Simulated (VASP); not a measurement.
Input:

```
BP
1.0
    0.00000     2.27000     2.27000
    2.27000     0.00000     2.27000
    2.27000     2.27000     0.00000
B P
1 1
Direct
  0.00000   0.00000   0.00000
  0.25000   0.25000   0.25000
```

All values below come from LDA (Ceperley-Alder, Perdew-Zunger), VASP's LDA PAW potentials (set 64) (plane waves; VASP). Settings: 400 eV cut-off, 10×10×10 Γ-centred mesh, Fermi-Dirac smearing of 0.010 eV, potentials B P.

At this cut-off the stress carries a Pulay error, which pulls relaxed volumes low.

### Question
Give the stress tensor in GPa (positive for a compressed cell).

### Answer

```
-5.50   0.00   0.00
 0.00  -5.50   0.00
 0.00   0.00  -5.50
```
The pressure is its mean diagonal, -5.50 GPa.

The structure is a typed BP crystal. The cell was not relaxed at this level.
